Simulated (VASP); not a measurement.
A convergence study with VASP on Cd (hcp): one setting is varied, all else stays as given below, so the limit is that of these other settings. Each run relaxes cell and ions from the cell shown. The basis is that of the starting cell, so low cut-offs carry a Pulay error.

```
CELL_PARAMETERS angstrom
      1.49000    -2.58076     0.00000
      1.49000     2.58076     0.00000
      0.00000     0.00000     5.62000
ATOMIC_POSITIONS crystal
  Cd 0.33333 0.66667 0.25000
  Cd 0.66667 0.33333 0.75000
```

All values below come from PBE GGA, VASP's PBE PAW potentials (set 64) (plane waves; VASP). The tightest run used: 700 eV cut-off, 12×12×5 Γ-centred mesh, first-order Methfessel-Paxton smearing of 0.10 eV, potentials Cd.

Q: The settings run are ENCUT = 250; ENCUT = 300; ENCUT = 350; ENCUT = 400; ENCUT = 450; ENCUT = 500; ENCUT = 550; ENCUT = 600; ENCUT = 650; ENCUT = 700. From which on does the relaxed volume stay within 0.05 Å³/atom of the tightest run?

A: From ENCUT = 500 on: it is off by 0.030 there and by no more than 0.05 in any finer run, while ENCUT = 450 is off by 0.240.
```
setting      relaxed volume (Å³/atom)  E (eV/atom)  plane waves  difference judged (Å³/atom)
-----------  ------------------------  -----------  -----------  ---------------------------
ENCUT = 250                    20.439      -0.7444          408                        2.769
ENCUT = 300                    22.843      -0.7466          524                        0.365
ENCUT = 350                    22.966      -0.7433          659                        0.241
ENCUT = 400                    22.736      -0.7404          801                        0.471
ENCUT = 450                    22.967      -0.7452          963                        0.240
ENCUT = 500                    23.177      -0.7493         1131                        0.030
ENCUT = 550                    23.238      -0.7496         1281                        0.031
ENCUT = 600                    23.212      -0.7487         1464                        0.005
ENCUT = 650                    23.191      -0.7485         1650                        0.016
ENCUT = 700                    23.207      -0.7490         1834                        0.000
```

Left out are rungs that failed or repeat a setting and relaxations that didn't move; long series are thinned to 24 rows.

The compound is Cd in the hcp structure.
